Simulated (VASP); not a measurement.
A run of VASP 6.6.1 is set up as follows.

File INCAR:

```
ALGO = Fast ; EDIFF = 1E-6
ENCUT = 520 ; GGA = PS
ISIF = 2 ; ISMEAR = 1
KPAR = 4 ; LASPH = T
LCHARG = F ; LMAXMIX = 4
LREAL = F ; LWAVE = F
NELM = 80 ; PREC = Accurate
SIGMA = 0.1
```

File KPOINTS:

```
k-points
0
Gamma
  6 6 6
```

POSCAR

```
Ta4GaSe8                                
1.0
    0.0000000000      5.1710801223      5.1710801223
    5.1710801223      0.0000000000      5.1710801223
    5.1710801223      5.1710801223      0.0000000000
  Ta              Ga              Se            
     4     1     8
Direct
     0.6025419976564818    0.6025419976564818    0.6025419976564818
     0.1923740070305405    0.6025419976564818    0.6025419976564818
     0.6025419976564818    0.6025419976564818    0.1923740070305405
     0.6025419976564818    0.1923740070305405    0.6025419976564818
     0.0000000000000000    1.0000000000000000    0.0000000000000000
     0.3632524341999036    0.3632524341999036    0.3632524341999036
     0.9102426974002820    0.3632524341999036    0.3632524341999036
     0.3632524341999036    0.3632524341999036    0.9102426974002820
     0.3632524341999036    0.9102426974002820    0.3632524341999036
     0.8641130840818256    0.8641130840818256    0.8641130840818256
     0.4076607477545374    0.8641130840818256    0.8641130840818256
     0.8641130840818256    0.8641130840818256    0.4076607477545374
     0.8641130840818256    0.4076607477545374    0.8641130840818256
```

KPOINTS_OPT

```
explicit points
252
Reciprocal
 0.0000000000  0.0000000000  0.0000000000 1
 0.0357142857  0.0000000000  0.0357142857 1
 0.0714285714  0.0000000000  0.0714285714 1
 0.1071428571  0.0000000000  0.1071428571 1
 0.1428571429  0.0000000000  0.1428571429 1
 0.1785714286  0.0000000000  0.1785714286 1
[... 244 lines left out ...]
 0.5203994800  0.0407989600  0.5203994800 1
 0.4796005200 -0.0407989600  0.4796005200 1
```

Potentials or basis: VASP PAW PBE potentials, release 64 (Ta_pv, Ga_d, Se).

Command:

```console
$ cat potpaw_PBE.64/Ta_pv/POTCAR potpaw_PBE.64/Ga_d/POTCAR potpaw_PBE.64/Se/POTCAR > POTCAR
$ mpirun -np 4 vasp_std > vasp.out
```

Problem. What does it give for the largest force?

Solution. 0.005 eV/Å.

Problem. Predict the pressure.

Solution. 0.0 GPa.

Forces on the atoms (eV/Å):
```
Ta   0.001  0.001  0.001
Ta   0.001 -0.001 -0.001
Ta  -0.001 -0.001  0.001
Ta  -0.001  0.001 -0.001
Ga   0.000  0.000  0.000
Se  -0.003 -0.003 -0.003
Se  -0.003  0.003  0.003
Se   0.003  0.003 -0.003
Se   0.003 -0.003  0.003
Se   0.001  0.001  0.001
Se   0.001 -0.001 -0.001
Se  -0.001 -0.001  0.001
Se  -0.001  0.001 -0.001
```

Caveat: the PAW data sets were made with another functional, which shifts forces and pressure a little.
